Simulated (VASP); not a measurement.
Consider the following.

```
NaCl
1.0
    0.00000     2.79599     2.79599
    2.79599     0.00000     2.79599
    2.79599     2.79599     0.00000
Na Cl
1 1
Cartesian
  0.00000   0.00000   0.00000
  2.79599   2.79599   2.79599
```

Computed with PBEsol GGA, VASP's PBE PAW potentials (set 64) (plane waves; VASP). Settings: 530 eV cut-off, 7×7×7 Γ-centred mesh, Gaussian smearing of 0.050 eV, potentials Na_pv Cl.

Give the elastic stiffness tensor with the ions relaxed (GPa, in the frame of the cell).

```tsv
	xx	yy	zz	yz	xz	xy
xx	57.7	11.7	11.7	0.0	0.0	0.0
yy	11.7	57.7	11.7	0.0	0.0	0.0
zz	11.7	11.7	57.7	0.0	0.0	0.0
yz	0.0	0.0	0.0	12.3	0.0	0.0
xz	0.0	0.0	0.0	0.0	12.3	0.0
xy	0.0	0.0	0.0	0.0	0.0	12.3
```

Predict the Hill bulk modulus, Hill shear modulus, Young's modulus, Poisson's ratio.

```
Quantity               Value
------------------  --------
Hill bulk modulus   27.0 GPa
Hill shear modulus  15.8 GPa
Young's modulus     39.7 GPa
Poisson's ratio        0.255
```

The compound is NaCl in the rock salt structure. It was relaxed first.
